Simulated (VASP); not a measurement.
All values below come from PBEsol GGA, VASP's PBE PAW potentials (set 64) (plane waves; VASP).

The input files of a VASP run:

File KPOINTS:
```
k-points along high-symmetry lines
15
Line-mode
Reciprocal
  0.000000   0.000000   0.000000 ! GAMMA
 -0.500000  -0.500000   0.000000 ! X

 -0.500000  -0.500000   0.000000 ! X
 -0.375000  -0.375000   0.250000 ! U

 -0.375000  -0.000000   0.375000 ! K
  0.000000   0.000000   0.000000 ! GAMMA

  0.000000   0.000000   0.000000 ! GAMMA
  0.000000   0.000000   0.500000 ! L

  0.000000   0.000000   0.500000 ! L
 -0.500000  -0.250000   0.250000 ! W

 -0.500000  -0.250000   0.250000 ! W
 -0.500000  -0.500000   0.000000 ! X
```

File POSCAR:
```
CdS
1
   -0.0000000000     2.9132300778     2.9132300778
    2.9132300778    -0.0000000000     2.9132300778
    2.9132300778     2.9132300778     0.0000000000
Cd S
1 1
Direct
  0.0000000000   0.0000000000   0.0000000000
  0.2500000000   0.2500000000   0.2500000000
```

**INCAR**
```
ALGO = Normal
EDIFF = 1E-7
ENCUT = 400
GGA = PS
ICHARG = 11
ISMEAR = 0
LASPH = .True.
LCHARG = .False.
LMAXMIX = 4
LORBIT = 11
LREAL = .False.
LWAVE = .False.
NELM = 100
PREC = Accurate
SIGMA = 0.05
SYSTEM = CdS
```

POTCAR, in this order: Cd S (PBE.64 set). Program: vasp_std. Read from the step before: CHGCAR.

Output

OUTCAR:
```
 ion  position               nearest neighbor table
   1  0.000  0.000  0.000-   2 2.52   2 2.52   2 2.52   2 2.52
   2  0.250  0.250  0.250-   1 2.52   1 2.52   1 2.52   1 2.52
  LATTYP: Found a face centered cubic cell.
 ALAT       =     5.8264601556
 Subroutine PRICEL returns:
 Original cell was already a primitive cell.
 Subroutine GETGRP returns: Found 24 space group operations
The static configuration has the point symmetry T_d .
The dynamic configuration has the point symmetry T_d .
 Subroutine INISYM returns: Found 24 space group operations
   k-points           NKPTS =     90   k-points in BZ     NKDIM =     90   number of bands    NBANDS=     13
   number of dos      NEDOS =    301   number of ions     NIONS =      2
   total plane-waves  NPLWV =  21952
   dimension x,y,z NGX =    28 NGY =   28 NGZ =   28
   dimension x,y,z NGXF=    56 NGYF=   56 NGZF=   56
   ions per type =               1   1
   PREC   = accura    normal or accurate (medium, high low for compatibility)
   ISTART =      0    job   : 0-new  1-cont  2-samecut
   ICHARG =     11    charge: 1-file 2-atom 10-const
   ISPIN  =      1    spin polarized calculation?
   LNONCOLLINEAR =      F non collinear calculations
   LSORBIT =      F    spin-orbit coupling
   INIWAV =      1    electr: 0-lowe 1-rand  2-diag
   ENCUT  =  400.0 eV  29.40 Ry    5.42 a.u.   6.72  6.72  6.72*2*pi/ulx,y,z
   NELM   =    100;   NELMIN=  2; NELMDL= -5     # of ELM steps
   EDIFF  = 0.1E-06   stopping-criterion for ELM
   LREAL  =      F    real-space projection
   NLSPLINE    = F    spline interpolate recip. space projectors
   LMAXMIX     =    4 max onsite mixed and CHGCAR
   VOSKOWN=      0    Vosko Wilk Nusair interpolation
   EDIFFG = 0.1E-05   stopping-criterion for IOM
   NSW    =      0    number of steps for IOM
   NBLOCK =      1;   KBLOCK =      1    inner block; outer block
   IBRION =     -1    ionic relax: 0-MD 1-quasi-New 2-CG
   NFREE  =      0    steps in history (QN), initial steepest desc. (CG)
   ISIF   =      2    stress and relaxation
   ISYM   =      2    0-nonsym 1-usesym 2-fastsym
   TEIN   =    0.0    initial temperature
   TEBEG  =    0.0;   TEEND  =   0.0 temperature during run
...
```

### OSZICAR
```
       N       E                     dE             d eps       ncg     rms          rms(c)
DAV:   1     0.923033250435E+02    0.92303E+02   -0.81585E+03  2428   0.102E+03
DAV:   2    -0.241477782533E+01   -0.94718E+02   -0.90602E+02  2825   0.273E+02
DAV:   3    -0.599081228925E+01   -0.35760E+01   -0.35684E+01  2680   0.553E+01
DAV:   4    -0.601391986938E+01   -0.23108E-01   -0.23105E-01  2725   0.436E+00
DAV:   5    -0.601423166026E+01   -0.31179E-03   -0.31179E-03  2715   0.478E-01
DAV:   6    -0.601423789684E+01   -0.62366E-05   -0.62365E-05  2755   0.634E-02
DAV:   7    -0.601423805005E+01   -0.15321E-06   -0.15320E-06  2710   0.909E-03
DAV:   8    -0.601423805398E+01   -0.39236E-08   -0.38988E-08  1989   0.140E-03
   1 F= -.60142381E+01 E0= -.60142381E+01  d E =-.628344E-13
```

**OUTCAR**
```
 val. band max:        1.2415905707   @ k =   0.0000   0.0000   0.0000

 cond. band min:       2.2550707410   @ k =   0.0000   0.0000   0.0000



 k-point     1 :       0.0000    0.0000    0.0000
  band No.  band energies     occupation
      1     -11.1652      2.00000
      2      -6.4987      2.00000
      3      -6.4987      2.00000
      4      -6.4987      2.00000
      5      -6.0049      2.00000
      6      -6.0049      2.00000
      7       1.2416      2.00000
      8       1.2416      2.00000
      9       1.2416      2.00000
     10       2.2551      0.00000
     11       7.6844      0.00000
     12       7.6844      0.00000
     13       7.6844      0.00000

 k-point     2 :      -0.0357   -0.0357    0.0000
  band No.  band energies     occupation
      1     -11.1579      2.00000
      2      -6.4955      2.00000
      3      -6.4950      2.00000
      4      -6.4950      2.00000
      5      -6.0069      2.00000
      6      -6.0038      2.00000
      7       1.0779      2.00000
      8       1.2115      2.00000
      9       1.2115      2.00000
     10       2.4297      0.00000
     11       7.6128      0.00000
     12       7.7241      0.00000
     13       7.7241      0.00000

 k-point     3 :      -0.0714   -0.0714    0.0000
  band No.  band energies     occupation
      1     -11.1363      2.00000
      2      -6.4857      2.00000
      3      -6.4838      2.00000
      4      -6.4838      2.00000
      5      -6.0115      2.00000
      6      -6.0008      2.00000
      7       0.7435      2.00000
      8       1.1244      2.00000
      9       1.1244      2.00000
     10       2.7952      0.00000
     11       7.4180      0.00000
     12       7.8409      0.00000
     13       7.8409      0.00000

 k-point     4 :      -0.1071   -0.1071    0.0000
  band No.  band energies     occupation
      1     -11.1015      2.00000
      2      -6.4687      2.00000
      3      -6.4652      2.00000
      4      -6.4652      2.00000
...
```

The density is held fixed in this step, so its total energy and stress have no physical meaning.

The compound is CdS in the zinc blende structure, a metastable form; wurtzite is the usual one. It was relaxed first.
